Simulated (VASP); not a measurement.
A VASP calculation is set up with these files.

### POSCAR
```
Li2Se
1
    0.0000000000     3.0189961203     3.0189961203
    3.0189961203     0.0000000000     3.0189961203
    3.0189961203     3.0189961203     0.0000000000
Li Se
2 1
Direct
  0.2500000000   0.2500000000   0.2500000000
  0.7500000000   0.7500000000   0.7500000000
  0.0000000000   1.0000000000   1.0000000000
```

KPOINTS:
```
kpoints
0
G
 7 7 7
0 0 0
```

### INCAR
```
SYSTEM = Li2Se
PREC = Accurate; ENCUT = 520; LREAL = .FALSE.
LASPH = .TRUE.
EDIFF = 1E-7; NELM = 100; ALGO = Normal
LMAXMIX = 4
ISMEAR = 0; SIGMA = 0.05
GGA = MK; LUSE_VDW = .TRUE.; AGGAC = 0.0
PARAM1 = 0.1234; PARAM2 = 1.0
ISIF = 2
LWAVE = .FALSE.; LCHARG = .FALSE.
```

POTCAR, in this order: Li_sv Se (PBE.64 set). Program: vasp_std.

Q: Translate this optB86b-vdW calculation to Quantum ESPRESSO's pw.x.

A: One equivalent input (not run):
```
&CONTROL
  calculation = 'scf'
  pseudo_dir = './pseudo'
  outdir = './out'
  tprnfor = .true.
  tstress = .true.
/
&SYSTEM
  ibrav = 0
  nat = 3
  ntyp = 2
  ecutwfc = 86
  occupations = 'smearing'
  smearing = 'gaussian'
  degauss = 0.003675
  input_dft = 'vdw-df-ob86'
/
&ELECTRONS
  conv_thr = 7.3e-09
  electron_maxstep = 100
/
ATOMIC_SPECIES
  Li 6.940 Li.upf
  Se 78.971 Se.upf
CELL_PARAMETERS angstrom
     0.0000000    3.0189961    3.0189961
     3.0189961    0.0000000    3.0189961
     3.0189961    3.0189961    0.0000000
ATOMIC_POSITIONS crystal
  Li   0.2500000  0.2500000  0.2500000
  Li   0.7500000  0.7500000  0.7500000
  Se   0.0000000  1.0000000  1.0000000
K_POINTS automatic
  7 7 7 0 0 0
```
The two are equivalent in intent, not identical: the potentials are each code's own (VASP's PAW set, PseudoDojo norm-conserving files in pw.x), so ENCUT and ecutwfc are chosen apart and not converted; conv_thr bounds pw.x's estimated SCF error, while EDIFF bounds the energy change between steps.

The compound is Li2Se in the antifluorite structure. This cell is one point of a volume scan, at 1.03 of the reference volume.
